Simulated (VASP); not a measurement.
Here is the system:

```yaml
crystal:
  lattice:
    - [0.00000, 2.34508, 2.34508]
    - [2.34508, 0.00000, 2.34508]
    - [2.34508, 2.34508, 0.00000]
  atoms:
    - { symbol: Li, position: [0.25000, 0.25000, 0.25000] }
    - { symbol: Li, position: [0.75000, 0.75000, 0.75000] }
    - { symbol: O, position: [0.00000, 0.00000, 0.00000] }
```

Calculation: rev-vdW-DF2, VASP's PBE PAW potentials (set 64) (plane waves; VASP). Run with 520 eV cut-off, 8×8×8 Γ-centred mesh, Gaussian smearing of 0.050 eV, potentials Li_sv O.

Task: Give the stress tensor in GPa (positive for a compressed cell).

Result: 
```
-4.08   0.00   0.00
 0.00  -4.08   0.00
 0.00   0.00  -4.08
```
The pressure is its mean diagonal, -4.08 GPa.

The compound is Li2O in the antifluorite structure. This cell is one point of a volume scan, at 1.06 of the reference volume.
